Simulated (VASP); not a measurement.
OSZICAR of a VASP run on Ta:

### OSZICAR
```
       N       E                     dE             d eps       ncg     rms          rms(c)
DAV:   1    -0.191897653490E+03   -0.19190E+03   -0.28207E-05  1584   0.440E-02    0.188E-03
DAV:   2    -0.191897653068E+03    0.42203E-06   -0.34480E-06  1380   0.151E-02    0.814E-04
DAV:   3    -0.191897653066E+03    0.17826E-08   -0.16132E-06  1162   0.133E-02    0.881E-04
DAV:   4    -0.191897653673E+03   -0.60768E-06   -0.60396E-07   942   0.909E-03
   1 F= -.19189765E+03 E0= -.19189825E+03  d E =0.177729E-02
```

Task: Which electronic solver shows in the log?

Result: It is blocked Davidson (ALGO = Normal, or the opening steps of other solvers). The INCAR had ALGO = Normal.

Task: Can the final energy be trusted as converged?

Result: Self-consistency was reached. It stopped with EDIFF = 1E-6, NELM = 100 (r2SCAN meta-GGA, plane waves, VASP's PBE PAW potentials (set 64)).

The cell is a thin slab with vacuum, built from Ta (bcc): (110) face.
